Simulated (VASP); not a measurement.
**Au: relaxation of cell and atoms with PBEsol**

The system is Au.

```
CELL_PARAMETERS angstrom
0.00000 2.05850 2.05850
2.05850 0.00000 2.05850
2.05850 2.05850 0.00000
ATOMIC_POSITIONS crystal
Au 0.00000 0.00000 0.00000
```

| Item | Value |
| --- | --- |
| Program | VASP 6.6.1 |
| Task | relaxation of cell and atoms |
| Functional | PBEsol |
| Potentials or basis | VASP PAW PBE potentials, release 64 (Au) |
| Cutoff | 600 eV |
| k mesh | 6 × 6 × 6 |
| Occupations | gaussian, width 0.1 eV |
| Spin | no spin polarisation |
| Further INCAR settings | ALGO = Fast; EDIFF = 1e-07; IBRION = 2; EDIFFG = -0.005; NSW = 90; ISIF = 3 |

| Property | Result |
| --- | --- |
| Relaxed volume | 17.13 Å³/atom |
| Relaxed cell | a = 2.893 Å, b = 2.893 Å, c = 2.893 Å, α = 60.00°, β = 60.00°, γ = 60.00° |
| Space group after relaxing (to 0.05 Å) | Fm-3m (No. 225) |
| Energy gained by relaxing | 3.1 meV/atom |
| Ionic steps | 3 |
| Pressure after relaxing | 0.0 GPa |
| Band gap on the k mesh | none (metal or under the smearing width) |

The path:
| step | energy change (eV) | largest force (eV/Å) | pressure (GPa) | volume (Å³) |
| --- | --- | --- | --- | --- |
| 1 | 0.0000 | 0.0000 | -3.04 | 17.45 |
| 2 | 0.0055 | 0.0000 | 5.67 | 16.62 |
| 3 | -0.0031 | 0.0000 | -0.04 | 17.13 |

Final structure:
```
Au
1.0
     0.00000    2.04598    2.04598
     2.04598    0.00000    2.04598
     2.04598    2.04598    0.00000
Au
1
Cartesian
  0.0000 0.0000 0.0000
```

Levels at points of the mesh, in eV from the Fermi level:
| k point | band 4 | band 5 | band 6 | band 7 | band 8 | band 9 |
| --- | --- | --- | --- | --- | --- | --- |
| (0.00, 0.00, 0.00) | -4.57 | -3.05 | -3.05 | 14.58 | 18.55 | 18.55 |
| (0.50, 0.00, 0.00) | -1.86 | -1.86 | -0.92 | 3.11 | 14.02 | 17.13 |
| (0.50, 0.50, 0.00) | -1.54 | -1.54 | 1.05 | 5.78 | 10.02 | 10.02 |

It took 7.5 s on 1 thread of Intel(R) Xeon(R) 6975P-C (Granite Rapids), with other jobs on the host, peak memory 0.14 GiB.

Caveat: the k mesh is coarse (spacing up to 0.44 Å⁻¹), so the values aren't converged; the PAW data sets were made with another functional, which shifts forces and pressure a little. The run has no spin-orbit coupling, so splittings on Au are missing.
